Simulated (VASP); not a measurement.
All values below come from PBE GGA, VASP's PBE PAW potentials (set 64) (plane waves; VASP).

VASP input:

### POSCAR
```
MoS2
1
    1.5800000000    -2.7366400000     0.0000000000
    1.5800000000     2.7366400000     0.0000000000
    0.0000000000     0.0000000000    12.3000000000
Mo S
2 4
Direct
  0.3427760000   0.6900350000   0.2537040000
  0.6823180000   0.3480170000   0.7501690000
  0.3200320000   0.6685450000   0.8748780000
  0.6687790000   0.3172110000   0.3765590000
  0.6621710000   0.3316810000   0.1215580000
  0.3239240000   0.6445100000   0.6231320000
```

**INCAR**
```
! general
SYSTEM =MoS2
PREC   =Accurate
ENCUT  =300
LREAL  =.FALSE.
LASPH  =.TRUE.

! electronic loop
EDIFF  =1E-6
NELM   =100
ALGO   =Normal
LMAXMIX=4

! smearing
ISMEAR =-1
SIGMA  =0.01

! functional
GGA    =PE

! ions
ISIF   =2

! output
LWAVE  =.FALSE.
LCHARG =.FALSE.
```

KPOINTS:
```
Automatic mesh
0
Gamma
3 3 1
0 0 0
```

POTCAR, in this order: Mo_sv S (PBE.64 set). Program: vasp_std.

Output of the run:

**OUTCAR**
```
 ion  position               nearest neighbor table
   1  0.343  0.690  0.254-   4 2.29   4 2.39   5 2.39   4 2.44   5 2.47   5 2.47
   2  0.682  0.348  0.750-   3 2.32   6 2.35   6 2.38   3 2.41   3 2.42   6 2.48
   3  0.320  0.669  0.875-   2 2.32   2 2.41   2 2.42
   4  0.669  0.317  0.377-   1 2.29   1 2.39   1 2.44
   5  0.662  0.332  0.122-   1 2.39   1 2.47   1 2.47
   6  0.324  0.645  0.623-   2 2.35   2 2.38   2 2.48
  LATTYP: Found a hexagonal cell.
 ALAT       =     3.1599997610
 C/A-ratio  =     3.8924053577
 Subroutine PRICEL returns:
 Original cell was already a primitive cell.
 Subroutine GETGRP returns: Found  1 space group operations
The static configuration has the point symmetry C_1 .
The dynamic configuration has the point symmetry C_1 .
 Subroutine INISYM returns: Found  1 space group operations
 Subroutine IBZKPT returns following result:
 Found      5 irreducible k-points:

 Following reciprocal coordinates:
            Coordinates               Weight
  0.000000  0.000000  0.000000      1.000000
  0.333333 -0.000000  0.000000      2.000000
 -0.000000  0.333333  0.000000      2.000000
 -0.333333  0.333333  0.000000      2.000000
  0.333333  0.333333  0.000000      2.000000
   k-points           NKPTS =      5   k-points in BZ     NKDIM =      5   number of bands    NBANDS=     31
   number of dos      NEDOS =    301   number of ions     NIONS =      6
   total plane-waves  NPLWV =  22680
   dimension x,y,z NGX =    18 NGY =   18 NGZ =   70
   dimension x,y,z NGXF=    36 NGYF=   36 NGZF=  140
   ions per type =               2   4
   PREC   = accura    normal or accurate (medium, high low for compatibility)
   ISTART =      0    job   : 0-new  1-cont  2-samecut
   ICHARG =      2    charge: 1-file 2-atom 10-const
   ISPIN  =      1    spin polarized calculation?
   LNONCOLLINEAR =      F non collinear calculations
   LSORBIT =      F    spin-orbit coupling
   INIWAV =      1    electr: 0-lowe 1-rand  2-diag
   ENCUT  =  300.0 eV  22.05 Ry    4.70 a.u.   4.46  4.46 17.37*2*pi/ulx,y,z
...
```

### OSZICAR
```
       N       E                     dE             d eps       ncg     rms          rms(c)
DAV:   1     0.319916300945E+03    0.31992E+03   -0.22939E+04   366   0.104E+03
DAV:   2    -0.293384592975E+02   -0.34925E+03   -0.34091E+03   399   0.323E+02
DAV:   3    -0.457185644405E+02   -0.16380E+02   -0.16272E+02   389   0.627E+01
DAV:   4    -0.460561099397E+02   -0.33755E+00   -0.33679E+00   398   0.933E+00
DAV:   5    -0.460624501331E+02   -0.63402E-02   -0.63377E-02   391   0.115E+00    0.344E+01
DAV:   6    -0.441589858825E+02    0.19035E+01   -0.21528E+01   354   0.243E+01    0.136E+01
DAV:   7    -0.438001859967E+02    0.35880E+00   -0.11232E+01   354   0.171E+01    0.901E+00
DAV:   8    -0.433085449527E+02    0.49164E+00   -0.21797E+00   386   0.781E+00    0.315E+00
DAV:   9    -0.433206025616E+02   -0.12058E-01   -0.16032E-01   420   0.201E+00    0.138E+00
DAV:  10    -0.433108170020E+02    0.97856E-02   -0.59203E-02   353   0.130E+00    0.447E-01
DAV:  11    -0.433107294511E+02    0.87551E-04   -0.55495E-03   420   0.390E-01    0.271E-01
DAV:  12    -0.433106703998E+02    0.59051E-04   -0.68331E-04   414   0.139E-01    0.992E-02
DAV:  13    -0.433106583670E+02    0.12033E-04   -0.94147E-05   380   0.501E-02    0.477E-02
DAV:  14    -0.433106629738E+02   -0.46068E-05   -0.55179E-05   406   0.389E-02    0.154E-02
DAV:  15    -0.433106642446E+02   -0.12708E-05   -0.21901E-06   292   0.895E-03    0.111E-02
DAV:  16    -0.433106647692E+02   -0.52457E-06   -0.97686E-07   247   0.545E-03
   1 F= -.43310665E+02 E0= -.43310665E+02  d E =-.177128E-11
```

OUTCAR:
```
------------------------ aborting loop because EDIFF is reached ----------------------------------------
  FORCE on cell =-STRESS in cart. coord.  units (eV):
  Direction    XX          YY          ZZ          XY          YZ          ZX
  --------------------------------------------------------------------------------------
  Total        2.9709681      1.9317848      2.7768360     -0.1148493     -0.1427700      0.2336736
  in kB       44.7505833     29.0977530     41.8264450     -1.7299316     -2.1504910      3.5197380
  external PRESSURE =      38.5582604 kB  Pullay stress =       0.0000000 kB
  volume of cell :      106.37
      direct lattice vectors                 reciprocal lattice vectors
     1.580000000 -2.736640000  0.000000000     0.316455696 -0.182705800  0.000000000
     1.580000000  2.736640000  0.000000000     0.316455696  0.182705800  0.000000000
     0.000000000  0.000000000 12.300000000     0.000000000  0.000000000  0.081300813
 POSITION                                       TOTAL-FORCE (eV/Angst)
 -----------------------------------------------------------------------------------
      1.63184      0.95032      3.12056        -1.550492     -1.347869     -1.842569
      1.62793     -0.91486      9.22708        -1.825869      0.178991     -0.407628
      1.56195      0.95375     10.76100         0.829773     -0.451321      0.393128
      1.55786     -0.96212      4.63168         0.965226      1.006757      0.787881
      1.57029     -0.90443      1.49516         0.581011      0.341171      1.040090
      1.53013      0.87733      7.66452         1.000350      0.272272      0.029098
 -----------------------------------------------------------------------------------
    total drift:                                0.000174      0.000062      0.000097
  FREE ENERGIE OF THE ION-ELECTRON SYSTEM (eV)
  ---------------------------------------------------
  free  energy   TOTEN  =       -43.3106647692 eV

  energy  without entropy=      -43.3106647692  energy(sigma->0) =      -43.31066477
```
(Selected blocks of OUTCAR.)

At this cut-off the stress carries a Pulay error, which pulls relaxed volumes low.

The structure is a typed MoS2 crystal. The cell was not relaxed at this level, atoms are displaced from their ideal sites. The k-mesh is coarse (spacing up to 0.77 per Å, 2π included), so the numbers may not be converged in it. The run is one of a series of settings (KPOINTS 3×3×1 Γ-centred mesh against the base run), some of them coarse on purpose.
